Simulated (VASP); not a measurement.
Consider the following.

```
BeHg3Se4
1.0
   -0.02208     5.87121     5.94467
    5.87121    -0.02208     5.94467
    2.92456     2.92456     0.00000
Hg Se Be
3 4 1
Direct
  0.99436   0.99436   0.01128
  0.99118   0.50825   0.00057
  0.50825   0.99118   0.00057
  0.12621   0.12621   0.24758
  0.16748   0.61112   0.22140
  0.61112   0.16748   0.22140
  0.60189   0.60189   0.29621
  0.49950   0.49950   0.00099
```

These are PBEsol GGA, VASP's PBE PAW potentials (set 64) (plane waves; VASP 6.6.1) values and carry that method's errors. Run with 400 eV cut-off, 4×4×7 Γ-centred mesh, tetrahedra with Blöchl corrections, potentials Hg Se Be.

The cores are frozen, which limits the accuracy of field gradients.

Question: Give the principal components of the electric field gradient (V/Å²) and the asymmetry η at each nucleus.

Answer: 
```csv
atom,Vxx,Vyy,Vzz,η
Hg1,-36.3,-30.2,66.5,0.09
Hg2,-71.9,-0.7,72.6,0.98
Hg3,-71.9,-0.7,72.6,0.98
Se4,15.9,10.6,-26.5,0.20
Se5,-15.1,-7.5,22.5,0.34
Se6,-15.1,-7.5,22.5,0.34
Se7,-37.6,-7.5,45.1,0.67
Be8,1.1,0.6,-1.8,0.29
```

The structure was generated: BeHg3Se4 was put into an ordered model structure (Amm2), which need not be its known phase. It was relaxed first.
